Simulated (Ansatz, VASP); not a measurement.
## PtS2 (1T-PtS2 3 layers, AA) in two plane-wave programs

Aim: how closely do two programs agree when they are given the same cell, functional and k mesh? The cell is taken from a series of runs on this material, whose earlier steps may have relaxed, scaled, displaced or heated it; both programs get it as it stands.

Calculated with Ansatz 0.2.0; plane waves, with VASP 6.6.1 beside it; single point at PBE with D3(BJ).

### Step 1. The starting structure

The cell holds 9 atoms: 6 S and 3 Pt. Its edges and angles: a = 3.568 Å, b = 3.568 Å, c = 29.912 Å, α = 90.0°, β = 90.0°, γ = 120.0°. Vacuum lies along c.

### Step 2. VASP: single point, PBE with D3(BJ)

With cell and atoms fixed, the geometry can't cause a difference; cores, projectors, grids and the points listed under the comparison can.

Lines of VASP's logs that name or quote its potential files are left out, and so is its time.

Input file INCAR:

```
SYSTEM = PtS2
PREC = Accurate
ENCUT = 400
EDIFF = 1E-06
NELM = 120
ISMEAR = -1
SIGMA = 0.02585
LREAL = .FALSE.
ALGO = Normal
GGA = PE
IVDW = 12
NBANDS = 42
LASPH = .TRUE.
LORBIT = 11
LWAVE = .FALSE.
LCHARG = .FALSE.
ISIF = 2
LDIPOL = .TRUE.
IDIPOL = 3
DIPOL = 0.5 0.5 0.5
LVHAR = .TRUE.
GGA_COMPAT = .FALSE.
EFERMI = MIDGAP
NELMDL = -8
KPAR = 2
```

Input file POSCAR:

```
PtS2
1.0
    3.5679301076      0.0000000000      0.0000000000
   -1.7839650538      3.0899181121      0.0000000000
    0.0000000000      0.0000000000     29.9118829405
S Pt
6 3
Direct
    0.6666666667      0.3333333333      0.3008837664
    0.3333333333      0.6666666667      0.3825416679
    0.6666666667      0.3333333333      0.4593888261
    0.3333333333      0.6666666667      0.5406111739
    0.6666666667      0.3333333333      0.6174583321
    0.3333333333      0.6666666667      0.6991162336
    0.0000000000      0.0000000000      0.3422517298
    0.0000000000      0.0000000000      0.5000000000
    0.0000000000      0.0000000000      0.6577482702
```

Input file KPOINTS:

```
Automatic mesh
0
Gamma
18 18 1
0 0 0
```

Potentials, in the order of the species: S and Pt (PBE family, release 64).

On the command line:

```
$ mpirun -np 2 vasp_std
```

Numbers of over 12 decimals in the logs are rounded to 6 here.

Log:

```text
[banner, memory and clock lines left out]
running    2 mpi-ranks, on    1 nodes
 distrk:  each k-point on    1 cores,    2 groups
 distr:  one band on    1 cores,    1 groups

 POSCAR found type information on POSCAR S Pt
 POSCAR found :  2 types and       9 ions
 LDA part: xc-table for (Slater+PW92), standard interpolation
 POSCAR, INCAR and KPOINTS ok, starting setup
 FFT: planning ... GRIDC
 FFT: planning ... GRID_SOFT
 FFT: planning ... GRID
 WAVECAR not read
 entering main loop
       N       E                     dE             d eps       ncg     rms          rms(c)
DAV:   1     0.439164073194E+03    0.43916E+03   -0.24184E+04  3108   0.107E+03
DAV:   2    -0.660756490655E+01   -0.44577E+03   -0.42494E+03  4130   0.238E+02
DAV:   3    -0.486363463715E+02   -0.42029E+02   -0.40777E+02  3714   0.768E+01
DAV:   4    -0.500450008029E+02   -0.14087E+01   -0.13960E+01  3932   0.153E+01
DAV:   5    -0.500919521460E+02   -0.46951E-01   -0.46902E-01  4024   0.269E+00
DAV:   6    -0.500935003903E+02   -0.15482E-02   -0.15480E-02  4240   0.513E-01
DAV:   7    -0.500935553922E+02   -0.55002E-04   -0.54996E-04  4072   0.876E-02
DAV:   8    -0.500935581884E+02   -0.27962E-05   -0.27961E-05  3648   0.181E-02    0.308E+01
DAV:   9    -0.468422402592E+02    0.32513E+01   -0.21606E+01  3344   0.313E+01    0.213E+01
DAV:  10    -0.462921916026E+02    0.55005E+00   -0.57377E+00  3216   0.178E+01    0.760E+00
DAV:  11    -0.461428282041E+02    0.14936E+00   -0.43430E-01  3568   0.395E+00    0.215E+00
DAV:  12    -0.461046146193E+02    0.38214E-01   -0.14035E-01  3544   0.261E+00    0.455E-01
DAV:  13    -0.461062842868E+02   -0.16697E-02   -0.16265E-02  3742   0.592E-01    0.442E-01
DAV:  14    -0.461065213673E+02   -0.23708E-03   -0.91187E-04  3812   0.176E-01    0.249E-01
DAV:  15    -0.461066814477E+02   -0.16008E-03   -0.10062E-03  3710   0.191E-01    0.220E-01
DAV:  16    -0.461066493159E+02    0.32132E-04   -0.12691E-04  3640   0.681E-02    0.195E-01
DAV:  17    -0.461065879141E+02    0.61402E-04   -0.10126E-04  3704   0.366E-02    0.104E-01
DAV:  18    -0.461065800342E+02    0.78799E-05   -0.34847E-05  3750   0.234E-02    0.443E-02
DAV:  19    -0.461065818646E+02   -0.18303E-05   -0.21046E-06  2542   0.673E-03    0.226E-02
DAV:  20    -0.461065856870E+02   -0.38224E-05   -0.28236E-06  2782   0.766E-03    0.541E-03
DAV:  21    -0.461065887365E+02   -0.30495E-05   -0.57117E-07  2400   0.354E-03    0.717E-04
DAV:  22    -0.461065905765E+02   -0.18400E-05   -0.18575E-07  2358   0.183E-03    0.611E-04
DAV:  23    -0.461065915350E+02   -0.95849E-06   -0.52359E-08  2164   0.101E-03
   1 F= -.49582102E+02 E0= -.49582102E+02  d E =-.478719E-06
```

OUTCAR, selected parts (step 2):

```text
ion  position               nearest neighbor table
   1  0.667  0.333  0.301-   7 2.40   7 2.40   7 2.40
   2  0.333  0.667  0.383-   7 2.39   7 2.39   7 2.39
   3  0.667  0.333  0.459-   8 2.39   8 2.39   8 2.39
   4  0.333  0.667  0.541-   8 2.39   8 2.39   8 2.39
   5  0.667  0.333  0.617-   9 2.39   9 2.39   9 2.39
   6  0.333  0.667  0.699-   9 2.40   9 2.40   9 2.40
   7  0.000  0.000  0.342-   2 2.39   2 2.39   2 2.39   1 2.40   1 2.40   1 2.40
   8  0.000  0.000  0.500-   3 2.39   4 2.39   4 2.39   3 2.39   3 2.39   4 2.39
   9  0.000  0.000  0.658-   5 2.39   5 2.39   5 2.39   6 2.40   6 2.40   6 2.40

  LATTYP: Found a hexagonal cell.
 ALAT       =     3.5679301076
 C/A-ratio  =     8.3835394860

 Subroutine GETGRP returns: Found 12 space group operations
 (whereof 12 operations were pure point group operations)

The static configuration has the point symmetry D_3d.

 Found     37 irreducible k-points:

   k-points           NKPTS =     37   k-points in BZ     NKDIM =     37   number of bands    NBANDS=     42

   dimension x,y,z NGX =    24 NGY =   24 NGZ =  196
   dimension x,y,z NGXF=    48 NGYF=   48 NGZF=  392

   ENCUT  =  400.0 eV  29.40 Ry    5.42 a.u.   5.82  5.82 48.78*2*pi/ulx,y,z

   NELECT =      66.0000    total number of electrons

 k-points in reciprocal lattice and weights: Automatic mesh
   0.00000000  0.00000000  0.00000000       0.003
   0.05555556  0.00000000  0.00000000       0.019
   0.11111111  0.00000000  0.00000000       0.019
   0.16666667  0.00000000  0.00000000       0.019
   0.22222222  0.00000000  0.00000000       0.019
   0.27777778  0.00000000  0.00000000       0.019
   0.33333333  0.00000000  0.00000000       0.019
   0.38888889  0.00000000  0.00000000       0.019
   0.44444444  0.00000000  0.00000000       0.019
[...]
0.33333333  0.27777778  0.00000000       0.037
   0.33333333  0.33333333  0.00000000       0.006

 dipolmoment           0.000000      0.000000     -0.000000 electrons x Angstroem

 average (electrostatic) potential at core
       1 -91.3985       2 -91.6226       3 -91.6163       4 -91.6163       5 -91.6226
       6 -91.3985       7 -74.4414       8 -74.4862       9 -74.4414

 E-fermi :   1.0100

 k-point     1 :       0.0000    0.0000    0.0000
  band No.  band energies     occupation
    ...
     29      -0.6275      2.00000
     30      -0.4994      2.00000
     31      -0.4994      2.00000
     32      -0.0727      2.00000
     33       0.6727      2.00000
     34       2.4947      0.00000
     35       2.4947      0.00000
     36       2.8950      0.00000
     37       2.8950      0.00000
     38       3.2098      0.00000
    ...

 k-point     2 :       0.0556    0.0000    0.0000
  band No.  band energies     occupation
    ...
     29      -0.5721      2.00000
     30      -0.4771      2.00000
     31      -0.4614      2.00000
     32       0.1785      2.00000
     33       0.7121      1.99998
     34       2.3304      0.00000
     35       2.4269      0.00000
     36       2.6943      0.00000
     37       2.8438      0.00000
     38       3.0147      0.00000
    ...

 k-point     3 :       0.1111    0.0000    0.0000
  band No.  band energies     occupation
    ...
     29      -0.5100      2.00000
     30      -0.4309      2.00000
     31      -0.4118      2.00000
     32       0.4725      2.00000
     33       0.6712      2.00000
     34       2.0893      0.00000
     35       2.2683      0.00000
     36       2.2828      0.00000
     37       2.5445      0.00000
     38       2.7165      0.00000
    ...

 Edisp (eV)   -3.47551

  Total      -0.53463    -0.53463    -0.31749    -0.00000    -0.00000     0.00000
  in kB      -2.59752    -2.59752    -1.54254    -0.00000    -0.00000     0.00000
  external pressure =       -2.25 kB  Pullay stress =        0.00 kB

  energy-cutoff  :      400.00
  volume of cell :      329.77
      direct lattice vectors                 reciprocal lattice vectors
     3.567930108  0.000000000  0.000000000     0.280274549  0.161816586  0.000000000
    -1.783965054  3.089918112  0.000000000     0.000000000  0.323633172  0.000000000
     0.000000000  0.000000000 29.911882940     0.000000000  0.000000000  0.033431530

 POSITION                                       TOTAL-FORCE (eV/Angst)
 -----------------------------------------------------------------------------------
      1.78397      1.02997      9.00000         0.000000     -0.000000      0.037955
     -0.00000      2.05995     11.44254         0.000000     -0.000000     -0.036463
      1.78397      1.02997     13.74118        -0.000000      0.000000      0.036893
     -0.00000      2.05995     16.17070         0.000000      0.000000     -0.036893
      1.78397      1.02997     18.46934        -0.000000      0.000000      0.036463
     -0.00000      2.05995     20.91188         0.000000      0.000000     -0.037955
      0.00000      0.00000     10.23739         0.000000      0.000000     -0.005383
      0.00000      0.00000     14.95594        -0.000000      0.000000      0.000000
      0.00000      0.00000     19.67449        -0.000000     -0.000000      0.005383
 -----------------------------------------------------------------------------------
    total drift:                                0.000000      0.000000     -0.000000

  FREE ENERGIE OF THE ION-ELECTRON SYSTEM (eV)
  ---------------------------------------------------
  free  energy   TOTEN  =       -49.5821021404 eV

  energy  without entropy=      -49.5821016617  energy(sigma->0) =      -49.58210190

 vacuum level on the upper side and lower side of the slab         6.119         6.119

 total charge
# of ion       s       p       d       tot
------------------------------------------
    1        1.360   2.275   0.000   3.634
    2        1.366   2.263   0.000   3.629
    3        1.367   2.264   0.000   3.631
    4        1.367   2.264   0.000   3.631
    5        1.366   2.263   0.000   3.629
    6        1.360   2.275   0.000   3.634
    7        0.692   0.774   7.972   9.438
    8        0.696   0.778   7.983   9.457
    9        0.692   0.774   7.972   9.438
--------------------------------------------------
tot         10.265  15.930  23.926  50.121

[... 3 further parts left out ...]
```

[end of part 1 of 2]

[Lines on the potential files, build, host, timing and source positions are cut from VASP's logs without a mark.]

[Logs are printed without paths, hosts, clocks, repeated set-up lines and the standing remarks that a program may print on its own settings, such as how far it seeks lower states.]

[Hosts, paths, dates, database ids (printed as entryN), source tags and the programs' standing remarks are cut or masked in the printed files.]
